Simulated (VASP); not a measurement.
Data:

```
Sn
1.0
   -2.88410     2.88410     1.56393
    2.88410    -2.88410     1.56393
    2.88410     2.88410    -1.56393
Sn
2
Direct
  0.25000   0.75000   0.50000
  0.00000   0.00000   0.00000
```

The numbers are results of PBEsol GGA, VASP's PBE PAW potentials (set 64) (plane waves; VASP), not measurements. Run with 520 eV cut-off, 13×13×13 Γ-centred mesh, first-order Methfessel-Paxton smearing of 0.10 eV, potentials Sn_d.

Unless said otherwise, spin-orbit coupling is left out, though it shifts the bands of the heavy elements here.

### Question
What does the run give for the energy per atom (σ→0), pressure, band gap (on the k-mesh) with the smallest direct gap where there is one?

### Answer

- band gap (on the k-mesh) = none (metal, semimetal or under 0.01 eV)
- energy per atom (σ→0) = -4.257 eV/atom
- pressure = 1.88 GPa

The compound is Sn in the beta structure. This cell is one point of a volume scan, at 0.97 of the reference volume.
